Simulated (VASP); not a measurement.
Input:

```
PbF2
1.0
    0.00000     2.97664     2.97664
    2.97664     0.00000     2.97664
    2.97664     2.97664     0.00000
Pb F
1 2
Cartesian
  2.97664   2.97664   0.00000
  1.48832   1.48832   1.48832
  4.46496   4.46496   4.46496
```

The numbers are results of PBEsol GGA, VASP's PBE PAW potentials (set 64) (plane waves; VASP), not measurements. Settings: 520 eV cut-off, 7×7×7 Γ-centred mesh, Gaussian smearing of 0.050 eV, potentials Pb_d F.

Q: What does the run give for the energy per atom (σ→0), pressure?

A: 
energy per atom (σ→0): -4976 meV/atom
pressure: -2.20 GPa

The absolute energy has meaning only against runs of the same code, potentials and settings.

The compound is PbF2 in the fluorite structure, the β form. This cell is one point of a volume scan, at 1.03 of the reference volume.
